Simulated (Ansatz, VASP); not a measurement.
# SnH5CN2Cl3 in two plane-wave programs

One calculation is typed for both programs; each brings its own data sets. How far apart do they land? The cell is taken from a series of runs on this material, whose earlier steps may have relaxed, scaled, displaced or heated it; both programs get it as it stands.

Program: Ansatz 0.2.0. Level of theory: plane waves, with VASP 6.6.1 beside it; G0W0 gap at r2SCAN. Results are calculated unless marked as measured.

### 1. The starting structure

The structure is orthorhombic, space group Amm2 (No. 38). Conventional cell: a = 6.040 Å, b = 7.718 Å, c = 8.308 Å, α = 90.00°, β = 90.00°, γ = 90.00°. Nearest to Sn lie 6 Cl at 2.74 to 3.03 Å. H has 1 N at 1.02 Å nearest. Nearest to H lie 1 N at 1.01 Å. Nearest to H lie 1 C at 1.09 Å. C has 1 H at 1.09 Å and 2 N at 1.31 Å nearest. N has 2 H at 1.01 to 1.02 Å and 1 C at 1.31 Å nearest. Farther neighbours and most contacts between anions are not listed.

### 2. Ansatz: G0W0 gap, r2SCAN

Ansatz runs on its PAW soft_1 files.

Quasiparticle shifts depend on high empty states and on the cores, so they are the hardest test of two PAW sets.

input.yaml reads:

```yaml
crystal:
  lattice:
    - [6.040487, 0.0, 0.0]
    - [0.0, 3.859191, 4.153885]
    - [0.0, -3.859191, 4.153885]
  atoms:
    - { symbol: Sn, position: [0.5, 0.372251, 0.372251] }
    - { symbol: H, position: [0.205496, 0.725508, 0.725508] }
    - { symbol: H, position: [0.794504, 0.725508, 0.725508] }
    - { symbol: H, position: [0.329683, 0.916176, 0.916176] }
    - { symbol: H, position: [0.670317, 0.916176, 0.916176] }
    - { symbol: H, position: [0.0, 0.053322, 0.053322] }
    - { symbol: C, position: [0.0, 0.921717, 0.921717] }
    - { symbol: "N", position: [0.191086, 0.847581, 0.847581] }
    - { symbol: "N", position: [0.808914, 0.847581, 0.847581] }
    - { symbol: Cl, position: [0.5, 0.855812, 0.351215] }
    - { symbol: Cl, position: [0.5, 0.351215, 0.855812] }
    - { symbol: Cl, position: [0.0, 0.393951, 0.393951] }
kpoints:
  mp_grid: { grid: [2, 2, 2] }
hamiltonian:
  xc: r2scan
  pseudopotentials: { kind: paw, azcp: { folder: soft_1 } }
scf:
  occupations: { method: fixed }
gw:
  n_empty_bands: 439
  ecut_chi: 100
  qp_bands: [v4, c4]
  qp_kpoints: band_edges
  screening: { model: contour_deformation }
```

Started as:

```bash
$ ansatz run input.yaml --threads 2 --pin off --max-ram 92160MiB --backend cuda --events-out ev --progress --plain --runs-dir out --devices 1 --max-vram 13GiB
```

Numbers of over 12 decimals in the logs are rounded to 6 here.

The program printed:

```text
GPUs: using 1 of 1 available (devices: 1).
Engine: ansatz 0.2.0, x86_64-unknown-linux-gnu
Pseudopotentials: kind: paw
Pseudopotential: Sn, paw, valence charge 14, recommended cutoff 500 eV (meta_gga), soft_1/Sn.paw.azcp
Pseudopotential: H, paw, valence charge 1, recommended cutoff 500 eV (meta_gga), soft_1/H.paw.azcp
Pseudopotential: C, paw, valence charge 4, recommended cutoff 500 eV (meta_gga), soft_1/C.paw.azcp
Pseudopotential: N, paw, valence charge 5, recommended cutoff 500 eV (meta_gga), soft_1/N.paw.azcp
Pseudopotential: Cl, paw, valence charge 7, recommended cutoff 500 eV (meta_gga), soft_1/Cl.paw.azcp
Functional definition: r2SCAN
  parameter k0 = 0.174
  parameter k1 = 0.065
  parameter a1 = 4.9479
  exchange = r2scan_x(k0 = k0, k1 = k1, a1 = a1)
  correlation = r2scan_c
device memory: the entry about to start is reckoned to put 2.3 GiB on a device that reports 56.3 GiB free (of which the cap on the GPU budget leaves the run 13.0 GiB)
GPU FFT provider: cuFFT
GPU libraries: cuBLAS 13.8.2, cuFFT 12.4.0, cuSOLVER 12.3.4
Crystal: 12 atoms, lattice volume = 193.666 Å³
Basis set: ecut = 500 eV, 4887 PW (Γ), exchange–correlation on 180×180×180 points (64 copies of the dense FFT grid, shifted against one another)
Bands: 39, of which v1, the nominal top of the filled ones, is band 27 counted from 1 (26 counted from 0)
Symmetry: 4 space group operations
Space group: Amm2 (ITA 38), of the structure as read, at distance tolerance 5.8e-5 Å
k-points: 6 of 8
Non-local potential: Sn, projectors of the file, l = 0: 2, l = 1: 2, l = 2: 2, l = 3: 1
Non-local potential: H, projectors of the file, l = 0: 2, l = 1: 1
Non-local potential: C, projectors of the file, l = 0: 2, l = 1: 2, l = 2: 1
Non-local potential: N, projectors of the file, l = 0: 2, l = 1: 2, l = 2: 1
Non-local potential: Cl, projectors of the file, l = 0: 2, l = 1: 2, l = 2: 1
PAW form: soft (Blöchl's): semilocal exchange-correlation on the pseudo side does not see the compensation charge
PAW frozen core: Sn, regenerated for the run's functional (the file was generated under x = pbe(κ = 0.804, μ = 0.219515), c = pbe(β = 0.066725))
PAW frozen core: C, regenerated for the run's functional (the file was generated under x = pbe(κ = 0.804, μ = 0.219515), c = pbe(β = 0.066725))
PAW frozen core: N, regenerated for the run's functional (the file was generated under x = pbe(κ = 0.804, μ = 0.219515), c = pbe(β = 0.066725))
PAW frozen core: Cl, regenerated for the run's functional (the file was generated under x = pbe(κ = 0.804, μ = 0.219515), c = pbe(β = 0.066725))
PAW one-centre angular grid: Sn, 590 points (default); XC on 160 Gauss nodes
PAW one-centre angular grid: H, 302 points (default); XC on 160 Gauss nodes
PAW one-centre angular grid: C, 302 points (default); XC on 219 of its mesh's 2255 points in the sphere
PAW one-centre angular grid: N, 302 points (default); XC on 160 Gauss nodes
PAW one-centre angular grid: Cl, 302 points (default); XC on 160 Gauss nodes
Initial density: superposition of atomic densities (chi_scale 0.1, normalization cell), built separately for each of the 2 bonded fragments (scf.initial_density.interfragment_charge_transfer: auto; true builds it for the cell as a whole; a typed value also counts as a typed key of the start: scf.initial_density.chi_scale says what that changes, if anything)
Initial wavefunctions: pseudopotential atomic-orbital guess
GPU buffer pool allocated for 91125 grid points (all kernels)
GPU transforms: local potential and band sums: pruned to the plane-wave sphere, on 45×45×45
Functional: x = r2scan, c = r2scan; τ floored in thin density (d = 2e-4 eV/Å³)
SCF iter   1: F=—  HF=-10398.618891 eV  |F-HF|=—  |Δ(HF+E_count)|=         —  Δρ=7.00e-2  dr2=7.91e0  dr2_τ=1.23e0  ethr=3.10e-3  ⟨swp⟩=5.0  Hψ=892  notcnv=0  defer=58
preconditioner: auto → Resta (q_TF=auto, 2.205 Å⁻¹)  ε∞=2.7  [insulator: Δε(μ)=1.231 eV  Ē_g=13.008 eV  n_scr=28 (ndim 8)  ℏωp=16.9 eV  f_vac=0.050  ε∞_Penn≈2.7]
SCF iter   2: F=—  HF=-10396.797105 eV  |F-HF|=—  |Δ(HF+E_count)|=    1.82e0  Δρ=3.23e-2  dr2=1.32e0  dr2_τ=1.27e-1  ethr=3.10e-3  ⟨swp⟩=3.0  Hψ=487  notcnv=0  defer=57
SCF iter   3: F=—  HF=-10396.783916 eV  |F-HF|=—  |Δ(HF+E_count)|=   1.32e-2  Δρ=1.07e-2  dr2=1.77e-1  dr2_τ=2.74e-2  ethr=2.45e-3  ⟨swp⟩=2.8  Hψ=405  notcnv=0  defer=59
SCF iter   4: F=—  HF=-10396.799025 eV  |F-HF|=—  |Δ(HF+E_count)|=   1.51e-2  Δρ=2.28e-3  dr2=1.00e-2  dr2_τ=1.99e-3  ethr=3.28e-4  ⟨swp⟩=2.0  Hψ=339  notcnv=0  defer=60
SCF iter   5: F=—  HF=-10396.803446 eV  |F-HF|=—  |Δ(HF+E_count)|=   4.42e-3  Δρ=6.86e-4  dr2=8.47e-4  dr2_τ=5.95e-5  ethr=1.85e-5  ⟨swp⟩=2.8  Hψ=347  notcnv=0  defer=60
SCF iter   6: F=—  HF=-10396.804274 eV  |F-HF|=—  |Δ(HF+E_count)|=   8.28e-4  Δρ=8.34e-5  dr2=1.48e-5  dr2_τ=1.10e-6  ethr=1.57e-6  ⟨swp⟩=2.0  Hψ=339  notcnv=0  defer=60
SCF iter   7: F=—  HF=-10396.804290 eV  |F-HF|=—  |Δ(HF+E_count)|=   1.62e-5  Δρ=2.44e-5  dr2=1.66e-6  dr2_τ=1.90e-7  ethr=2.75e-8  ⟨swp⟩=2.0  Hψ=360  notcnv=0  defer=60
SCF iter   8: F=—  HF=-10396.804291 eV  |F-HF|=—  |Δ(HF+E_count)|=   9.24e-7  Δρ=7.55e-6  dr2=1.30e-7  dr2_τ=1.74e-8  ethr=3.07e-9  ⟨swp⟩=2.2  Hψ=304  notcnv=0  defer=60
[...]
NSCF: frozen V_eff on 6 k-points
the band table was solved once the SCF had ended and its energy, with any forces and stress, was formed, with the checks that follow a solve (1027 applications of the Hamiltonian). They found nothing against the state; the energy, forces and stress were not computed again (output.eigenvalues in the input reference)
device memory: the entry about to start is reckoned to put 2.5 GiB on a device that reports 54.7 GiB free (of which the cap on the GPU budget leaves the run 13.0 GiB)
NSCF: frozen V_eff on 6 k-points
G₀W₀ screening: q 1/6
[... further progress lines ...]
device memory: the entry about to start is reckoned to put 0.8 GiB on a device that reports 52.5 GiB free (of which the cap on the GPU budget leaves the run 13.0 GiB)
NSCF: frozen V_eff on 1 k-points
device memory: the entry about to start is reckoned to put 0.8 GiB on a device that reports 52.5 GiB free (of which the cap on the GPU budget leaves the run 13.0 GiB)
NSCF: frozen V_eff on 1 k-points
SCF converged after 9 iterations
Free energy (F): -10396.804291 eV
Harris-Foulkes:  -10396.804291 eV  (|F-HF|=4.64e-9)
Internal energy: -10396.804291 eV  (E = F + TS)
E sigma→0 (E₀):  -10396.804291 eV
Fermi energy:    2.562713 eV
--- Per-component energies (eV) ---
  E_band       = -447.417809
  E_kinetic    = 1036.544574
  E_local      = -3356.465270  (includes V_loc(G=0)·N_el)
  E_nonlocal   = 333.976126
  E_hartree    = 1321.978318
  E_xc         = -630.166732
  E_vxc        = -756.590801  (∫ρ·V_xc dr)
  E_paw        = -6759.548128  (= ΣΔE_a)
  E_vpaw       = -392.366748  (= ΣTr[D̂ρ^β])
  E_aug_tail   = -0.000278  (compensation charges beyond the density's cutoff)
  E_vtau       = 43.529516  (kinetic-family band-sum trace: ∫τ·v_τ [+ j·A + Jᵃ·Aᵃ] dr)
  E_ewald      = -2343.365099
  E_core_change = 0.242198  (= ΣΔE_core)
  E_smearing   = -0.000000  (= −TS)
  E_closure    = -0.000000  (closes the sum)
  Σ components = -10396.804291   (vs F -10396.804291, Δ=0.00e0)
--- Band table (eV; the first three rows and the last of 6) ---
  k-point 0: bands = [... 23 lower, -0.3032, -0.0440, 0.2158, 0.4213, 5.6038, 6.6723, 7.2205, 7.9280, ... 8 higher]
  k-point 1: bands = [... 23 lower, 0.1189, 0.1312, 0.3318, 0.8287, 5.1190, 5.6584, 6.7812, 7.5572, ... 8 higher]
  k-point 2: bands = [... 23 lower, 0.0249, 0.2618, 0.2828, 1.8902, 4.6033, 4.6407, 5.8041, 6.3189, ... 8 higher]
  k-point 5: bands = [... 23 lower, -0.0857, 0.3423, 0.5160, 2.5627, 4.0541, 4.4378, 4.4766, 5.8570, ... 8 higher]
--- G₀W₀: contour deformation, 6 samples at zero and on the imaginary axis and 1 off it, 8 q-points, 439 empty bands' worth ---
  eigenvalues of the whole cell's RPA ε∞ on this k-mesh (on a slab, of 1 + 4πα/V) = 6.8881, 7.6445, 7.9042; static W/v taken at q = 0 is 0.133985
  gw.qp_kpoints: band_edges: 6 of 6 stored k-points solved, in 1 pass; an edge of the gap read off the rows below is read off those points alone
  `?` marks the rows in doubt; gw_qp.tsv's column doubts and the gw_qp event give each row's grounds
    ik  band        ε_KS         Σx   Σc(E_QP)       V_xc       Z   E_QP_lin       E_QP  E_QP is
     0    24     -0.3032   -20.4847     3.2717   -16.4884  0.7185    -1.0512    -1.0278  root
     0    25     -0.0440   -20.4739     3.2425   -16.5578  0.7128    -0.7380    -0.7175  root
     0    26      0.2158   -20.1002     3.3248   -16.0093  0.7111    -0.5780    -0.5503  root
     0    27      0.4213   -20.4106     3.4036   -16.2260  0.7107    -0.3886    -0.3597  root
     0    28      5.6038    -8.4358    -4.0931   -13.7284  0.7596     6.8824     6.8033  root
     0    29      6.6723    -5.4884    -3.9252    -9.8701  0.7800     7.1360     7.1288  root
     0    30      7.2205    -9.1876    -4.2714   -13.9292  0.7183     7.7009     7.6906  root
     0    31      7.9280    -6.9697    -4.1000   -11.4220  0.7447     8.2855     8.2803  root
     1    24      0.1189   -21.0951     3.2190   -17.1842  0.7259    -0.5927    -0.5730  root
     1    25      0.1312   -19.9426     3.3085   -15.8554  0.7119    -0.6768    -0.6476  root
     1    26      0.3318   -20.1934     3.3938   -16.0101  0.7104    -0.4876    -0.4577  root
     1    27      0.8287   -19.8285     2.1799   -17.0231  0.7323     0.1858     0.2032  root
     1    28      5.1190    -8.2022    -3.8742   -12.5079  0.7555     5.5572     5.5504  root
     1    29      5.6584    -8.7381    -4.1870   -14.1797  0.7572     7.0065     6.9131  root
     1    30      6.7812    -8.8844    -4.0844   -13.4318  0.7298     7.2533     7.2441  root
     1    31      7.5572    -8.8115    -4.1927   -13.4730  0.7319     8.0355     8.0259  root
     2    24      0.0249   -19.6098     3.3173   -15.5075  0.7101    -0.7901    -0.7601  root
     2    25      0.2618   -21.4549     3.1785   -17.5992  0.7312    -0.4335    -0.4154  root
     2    26      0.2828   -19.9949     3.3773   -15.8233  0.7104    -0.5421    -0.5115  root
     2    27      1.8902   -19.6901     1.6921   -17.4116  0.7410     1.2907     1.3039  root
     2    28      4.6033    -7.4618    -3.7971   -11.6912  0.7619     5.0421     5.0356  root
     2    29      4.6407    -7.7926    -3.7840   -11.9570  0.7611     5.0260     5.0210  root
     2    30      5.8041    -8.9905    -4.2830   -14.5419  0.7528     7.1691     7.0724  root
     2    31      6.3189    -8.6083    -3.8909   -12.9484  0.7397     6.7759     6.7681  root
[...]
4    30      5.7801    -8.9580    -4.2758   -14.5423  0.7549     7.2005     7.0886  root ?
     4    31      7.2423    -8.3744    -4.0606   -12.8952  0.7414     7.7109     7.7023  root
     5    24     -0.0857   -20.8424     3.3019   -16.8117  0.7198    -0.8374    -0.8145  root
     5    25      0.3423   -20.4602     3.2973   -16.4101  0.7146    -0.4361    -0.4105  root
     5    26      0.5160   -20.6266     3.3629   -16.4945  0.7136    -0.2805    -0.2532  root
     5    27      2.5627   -19.5989     1.4403   -17.5992  0.7455     1.9928     2.0035  root
     5    28      4.0541    -6.8248    -3.6497   -10.8103  0.7662     4.3935     4.3899  root
     5    29      4.4378    -7.5049    -3.7716   -11.6386  0.7642     4.8043     4.7999  root
     5    30      4.4766    -7.2698    -3.7652   -11.4120  0.7633     4.8584     4.8536  root
     5    31      5.8570    -9.1398    -4.3386   -14.8211  0.7534     7.3270     7.1997  root ?
```

In the SCF lines HF is the Harris–Foulkes energy and dr2 the Hartree energy of the density residual, in eV; the loop may stop once dr2 is under the threshold and the program's other checks hold. Hψ counts applications of the Hamiltonian.

[end of part 1 of 2]

[Lines on the potential files, build, host, timing and source positions are cut from VASP's logs without a mark.]

[Logs are printed without paths, hosts, clocks, repeated set-up lines and the standing remarks that a program may print on its own settings, such as how far it seeks lower states.]

[Hosts, paths, dates, database ids (printed as entryN), source tags and the programs' standing remarks are cut or masked in the printed files.]
